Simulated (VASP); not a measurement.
# Ta: surface energy and work function by face

Aim: compare the low-index faces of Ta at one level of theory.

Method: PBE; plane waves and PAW (Ta), in VASP 6.6.1.

## 1. The starting structure

The structure is cubic, space group Im-3m (No. 229). Conventional cell: a = 3.310 Å, b = 3.310 Å, c = 3.310 Å, α = 90.00°, β = 90.00°, γ = 90.00°. Nearest to Ta lie 8 Ta at 2.87 Å.

## 2. The bulk reference, job relaxation, k-mesh 16×16×16

The bulk crystal is relaxed first, so that the slabs are cut at this functional's lattice.

INCAR

```
SYSTEM = Ta
PREC = Accurate
ENCUT = 420
EDIFF = 1E-06
NELM = 120
ISMEAR = 1
SIGMA = 0.15
LREAL = .FALSE.
ALGO = Normal
GGA = PE
NBANDS = 8
LASPH = .TRUE.
LORBIT = 11
LWAVE = .FALSE.
LCHARG = .FALSE.
KPAR = 4
IBRION = 2
NSW = 30
ISIF = 3
EDIFFG = -0.01
POTIM = 0.4
```

POSCAR

```
Ta
1.0
   -1.6550000000      1.6550000000      1.6550000000
    1.6550000000     -1.6550000000      1.6550000000
    1.6550000000      1.6550000000     -1.6550000000
Ta
1
Direct
    0.0000000000      0.0000000000      0.0000000000
```

KPOINTS

```
Automatic mesh
0
Gamma
16 16 16
0 0 0
```

Potentials, in the order of the species: Ta (PBE family, release 64).

The run is started by

```sh
> mpirun -np 4 vasp_std
```

The program printed:

```text
[banner, memory and clock lines left out]
running    4 mpi-ranks, on    1 nodes
 distrk:  each k-point on    1 cores,    4 groups
 distr:  one band on    1 cores,    1 groups

 POSCAR found type information on POSCAR Ta
 POSCAR found :  1 types and       1 ions
 LDA part: xc-table for (Slater+PW92), standard interpolation
 POSCAR, INCAR and KPOINTS ok, starting setup
 FFT: planning ... GRIDC
 FFT: planning ... GRID_SOFT
 FFT: planning ... GRID
 WAVECAR not read
 entering main loop
       N       E                     dE             d eps       ncg     rms          rms(c)
DAV:   1    -0.376959091825E+01   -0.37696E+01   -0.17228E+03  2408   0.379E+02
DAV:   2    -0.123198318220E+02   -0.85502E+01   -0.81552E+01  3448   0.577E+01
DAV:   3    -0.123553841783E+02   -0.35552E-01   -0.35451E-01  2568   0.503E+00
DAV:   4    -0.123554070470E+02   -0.22869E-04   -0.22869E-04  3672   0.102E-01
DAV:   5    -0.123554070524E+02   -0.53472E-08   -0.51780E-08  2624   0.110E-03    0.133E+01
DAV:   6    -0.120157517536E+02    0.33966E+00   -0.20935E-01  3032   0.259E+00    0.662E+00
DAV:   7    -0.118599947305E+02    0.15576E+00   -0.30663E-01  2984   0.303E+00    0.460E-01
DAV:   8    -0.118593336408E+02    0.66109E-03   -0.10703E-03  3128   0.268E-01    0.113E-01
DAV:   9    -0.118591051906E+02    0.22845E-03   -0.34438E-04  3048   0.947E-02    0.272E-02
DAV:  10    -0.118591011829E+02    0.40078E-05   -0.16288E-05  3248   0.251E-02    0.184E-02
DAV:  11    -0.118591002822E+02    0.90070E-06   -0.70969E-07  2184   0.527E-03
   1 F= -.11859100E+02 E0= -.11858693E+02  d E =-.118591E+02
 curvature:   0.00 expect dE= 0.000E+00 dE for cont linesearch  0.000E+00
 trial: gam= 0.00000 g(F)=  0.597E-64 g(S)=  0.164E-06 ort = 0.000E+00 (trialstep = 0.100E+01)
 search vector abs. value=  0.164E-06
 reached required accuracy - stopping structural energy minimisation
```

Run time: 4.6 s. Hardware: 4 MPI ranks of Intel Xeon Platinum 8259CL at 2.50GHz (Skylake/Cascade Lake), shared host; peak memory 0.53 GiB; 16 s of CPU time.

The logs omit lines about the potential files and the build; timing stands in the text.

From OUTCAR (step 2):

```text
ion  position               nearest neighbor table
   1  0.000  0.000  0.000-

  LATTYP: Found a body centered cubic cell.
 ALAT       =     3.3100000000

 Subroutine GETGRP returns: Found 48 space group operations
 (whereof 48 operations were pure point group operations)

The static configuration has the point symmetry O_h .

 Found    145 irreducible k-points:

   k-points           NKPTS =    145   k-points in BZ     NKDIM =    145   number of bands    NBANDS=      8

   dimension x,y,z NGX =    20 NGY =   20 NGZ =   20
   dimension x,y,z NGXF=    40 NGYF=   40 NGZF=   40

   ENCUT  =  420.0 eV  30.87 Ry    5.56 a.u.   4.79  4.79  4.79*2*pi/ulx,y,z

   NELECT =       5.0000    total number of electrons

 k-points in reciprocal lattice and weights: Automatic mesh
   0.00000000  0.00000000  0.00000000       0.000
   0.06250000  0.00000000  0.00000000       0.003
   0.12500000  0.00000000  0.00000000       0.003
   0.18750000  0.00000000  0.00000000       0.003
   0.25000000  0.00000000  0.00000000       0.003
   0.31250000  0.00000000  0.00000000       0.003
   0.37500000  0.00000000  0.00000000       0.003
   0.43750000  0.00000000  0.00000000       0.003
   0.50000000  0.00000000  0.00000000       0.001
[...]
0.50000000  0.50000000  0.43750000       0.003
   0.50000000  0.50000000  0.50000000       0.000

 average (electrostatic) potential at core
       1 -35.0420

 E-fermi :   5.6777

 k-point     1 :       0.0000    0.0000    0.0000
  band No.  band energies     occupation
      1      -2.1788      2.00000
      2       6.4299     -0.00000
      3       6.4299     -0.00000
      4       6.4299     -0.00000
      5       9.6753      0.00000
      6       9.6753      0.00000
    ...

 k-point     2 :       0.0625    0.0000    0.0000
  band No.  band energies     occupation
      1      -2.0092      2.00000
      2       6.3173     -0.00000
      3       6.3972     -0.00000
      4       6.5992     -0.00000
      5       9.4931      0.00000
      6       9.6756      0.00000
    ...

 k-point     3 :       0.1250    0.0000    0.0000
  band No.  band energies     occupation
      1      -1.5205      2.00000
      2       6.0136     -0.00684
      3       6.2520     -0.00000
      4       7.1006     -0.00000
      5       9.1479      0.00000
      6       9.6885      0.00000
    ...

  Total        0.0011893      0.0011893      0.0011893      0.0000000      0.0000000     -0.0000000
  in kB        0.1050910      0.1050910      0.1050910      0.0000000      0.0000000     -0.0000000
  external PRESSURE =       0.1050910 kB  Pullay stress =       0.0000000 kB

  energy-cutoff  :      420.00
  volume of cell :       18.13
      direct lattice vectors                 reciprocal lattice vectors
    -1.655000000  1.655000000  1.655000000     0.000000000  0.302114804  0.302114804
     1.655000000 -1.655000000  1.655000000     0.302114804  0.000000000  0.302114804
     1.655000000  1.655000000 -1.655000000     0.302114804  0.302114804  0.000000000

 POSITION                                       TOTAL-FORCE (eV/Angst)
 -----------------------------------------------------------------------------------
      0.00000      0.00000      0.00000         0.000000      0.000000     -0.000000
 -----------------------------------------------------------------------------------
    total drift:                                0.000000      0.000000     -0.000000

  FREE ENERGIE OF THE ION-ELECTRON SYSTEM (eV)
  ---------------------------------------------------
  free  energy   TOTEN  =       -11.8591002822 eV

  energy  without entropy=      -11.8578771876  energy(sigma->0) =      -11.85869258

 reached required accuracy - stopping structural energy minimisation

 total charge
# of ion       s       p       d       tot
------------------------------------------
    1        0.710   0.708   3.330   4.748

[... 3 further parts left out ...]
```

CONTCAR:

```
Ta
   1.00000000000000
    -1.6550000000000000    1.6550000000000000    1.6550000000000000
     1.6550000000000000   -1.6550000000000000    1.6550000000000000
     1.6550000000000000    1.6550000000000000   -1.6550000000000000
  Ta
     1
Direct
     0.0000000000000000    0.0000000000000000    0.0000000000000000
```

This run has no spin polarisation. Its electron count is odd, so without a moment it is a metal by construction. The data set Ta keeps the semicore shell frozen, which is cheaper and a little less accurate. The run keeps the 48 symmetry operations of its start, so it cannot find a distortion of lower symmetry.

Little changed from the start: no atom moved by 0.005 Å and no cell edge by 0.1 %.

Numbers from this step:

- electronic cycles: 11
- electrons: 5
- free energy (TOTEN): -11.86 eV
- energy at zero smearing: -11.86 eV
- Fermi energy: 5.678 eV
- metallic: yes

The start already met the threshold, so nothing moved.

Energy at zero smearing: -11.85869 eV.

## 3. The bulk reference, job self-consistent run, k-mesh 20×20×20

INCAR

```
SYSTEM = Ta
PREC = Normal
ENCUT = 320
EDIFF = 1E-06
NELM = 120
ISMEAR = 1
SIGMA = 0.15
LREAL = .FALSE.
ALGO = Fast
GGA = PE
NBANDS = 8
LASPH = .TRUE.
LORBIT = 11
LWAVE = .FALSE.
LCHARG = .FALSE.
KPAR = 4
```

POSCAR is that of step 2.

KPOINTS

```
Automatic mesh
0
Gamma
20 20 20
0 0 0
```

The run is started by

```sh
> mpirun -np 4 vasp_std
```

The program printed:

```text
[... set-up lines as in an earlier step ...]
 entering main loop
       N       E                     dE             d eps       ncg     rms          rms(c)
DAV:   1    -0.677233126657E+01   -0.67723E+01   -0.14203E+03  4472   0.295E+02
DAV:   2    -0.123332091341E+02   -0.55609E+01   -0.53072E+01  5928   0.453E+01
DAV:   3    -0.123531981311E+02   -0.19989E-01   -0.19972E-01  4680   0.361E+00
DAV:   4    -0.123532127270E+02   -0.14596E-04   -0.14596E-04  6424   0.710E-02
DAV:   5    -0.123532127575E+02   -0.30513E-07   -0.29830E-07  4792   0.109E-03    0.138E+01
RMM:   6    -0.120152460763E+02    0.33797E+00   -0.13074E-01  4186   0.225E+00    0.699E+00
RMM:   7    -0.118604966255E+02    0.15475E+00   -0.23102E-01  4352   0.292E+00    0.517E-01
RMM:   8    -0.118609958010E+02   -0.49918E-03   -0.10765E-02  4524   0.870E-01    0.206E-01
RMM:   9    -0.118610825483E+02   -0.86747E-04   -0.16205E-03  4680   0.254E-01    0.965E-02
RMM:  10    -0.118610914103E+02   -0.88619E-05   -0.44504E-04  4639   0.118E-01    0.675E-02
RMM:  11    -0.118610901004E+02    0.13099E-05   -0.94335E-05  5032   0.544E-02    0.143E-02
RMM:  12    -0.118610921076E+02   -0.20071E-05   -0.24546E-05  5021   0.187E-02    0.278E-02
RMM:  13    -0.118610931931E+02   -0.10855E-05   -0.52812E-06  4463   0.114E-02    0.181E-02
RMM:  14    -0.118610933750E+02   -0.18186E-06   -0.16055E-06  3487   0.432E-03
   1 F= -.11861093E+02 E0= -.11861201E+02  d E =0.322821E-03
```

It took 3.8 s on 4 MPI ranks; peak memory 0.47 GiB.

Parts of OUTCAR (step 3):

```text
The static configuration has the point symmetry O_h .

 Found    256 irreducible k-points:

   k-points           NKPTS =    256   k-points in BZ     NKDIM =    256   number of bands    NBANDS=      8

   dimension x,y,z NGX =    14 NGY =   14 NGZ =   14
   dimension x,y,z NGXF=    28 NGYF=   28 NGZF=   28

   ENCUT  =  320.0 eV  23.52 Ry    4.85 a.u.   4.18  4.18  4.18*2*pi/ulx,y,z

   NELECT =       5.0000    total number of electrons

 E-fermi :   5.6765

 k-point     1 :       0.0000    0.0000    0.0000
  band No.  band energies     occupation
      1      -2.1794      2.00000
      2       6.4332     -0.00000
      3       6.4332     -0.00000
      4       6.4332     -0.00000
      5       9.6784      0.00000
      6       9.6784      0.00000
    ...

 k-point     2 :       0.0500    0.0000    0.0000
  band No.  band energies     occupation
      1      -2.0705      2.00000
      2       6.3604     -0.00000
      3       6.4133     -0.00000
      4       6.5416     -0.00000
      5       9.5571      0.00000
      6       9.6783      0.00000
    ...

  Total       -0.0573872     -0.0573872     -0.0573872      0.0000000      0.0000000     -0.0000000
  in kB       -5.0707431     -5.0707431     -5.0707431      0.0000000      0.0000000     -0.0000000
  external PRESSURE =      -5.0707431 kB  Pullay stress =       0.0000000 kB

  energy-cutoff  :      320.00
  volume of cell :       18.13
      direct lattice vectors                 reciprocal lattice vectors
    -1.655000000  1.655000000  1.655000000     0.000000000  0.302114804  0.302114804
     1.655000000 -1.655000000  1.655000000     0.302114804  0.000000000  0.302114804
     1.655000000  1.655000000 -1.655000000     0.302114804  0.302114804  0.000000000

 POSITION                                       TOTAL-FORCE (eV/Angst)
 -----------------------------------------------------------------------------------
      0.00000      0.00000      0.00000         0.000000      0.000000      0.000000
 -----------------------------------------------------------------------------------
    total drift:                               -0.000000     -0.000000     -0.000000

  FREE ENERGIE OF THE ION-ELECTRON SYSTEM (eV)
  ---------------------------------------------------
  free  energy   TOTEN  =       -11.8610933750 eV

  energy  without entropy=      -11.8614161959  energy(sigma->0) =      -11.86120098

 total charge
# of ion       s       p       d       tot
------------------------------------------
    1        0.709   0.705   3.365   4.779

[... 3 parts as in an earlier step ...]

[... 6 further parts left out ...]
```

This step gave:

| Quantity | Value |
| --- | --- |
| electronic cycles | 14 |
| Fermi energy | 5.676 eV |

Energy at zero smearing: -11.86120 eV.

The run ends at a pressure of -0.51 GPa.

(Part 1 of 6 ends here.)

[Lines on the potential files, build, host, timing and source positions are cut from VASP's logs without a mark.]

[Logs are printed without paths, hosts, clocks, repeated set-up lines and the standing remarks that a program may print on its own settings, such as how far it seeks lower states.]

[Hosts, paths, dates, database ids (printed as entryN), source tags and the programs' standing remarks are cut or masked in the printed files.]

[Runs that stopped without an error message from VASP are left out.]
